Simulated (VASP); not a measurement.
Here is the system:

```
LiH
1.0
    0.00000     1.99919     1.99919
    1.99919     0.00000     1.99919
    1.99919     1.99919     0.00000
Li H
1 1
Direct
  0.00000   0.00000   0.00000
  0.50000   0.50000   0.50000
```

Level of theory: PBE GGA, VASP's PBE PAW potentials (set 64) (plane waves; VASP). Numerical set-up: 520 eV cut-off, Gaussian smearing of 0.050 eV, potentials Li_sv H.

Question: What does the run give for the band gap (along the path) with the smallest direct gap where there is one?

Answer: 
| Item | Value |
|---|---|
| band gap (along the path) | 2.97 eV |
| smallest direct gap (along the path) | 2.97 eV |

The absolute energy has meaning only against runs of the same code, potentials and settings.

The compound is LiH in the rock salt structure. It was relaxed first, which changed the volume by -6 %.
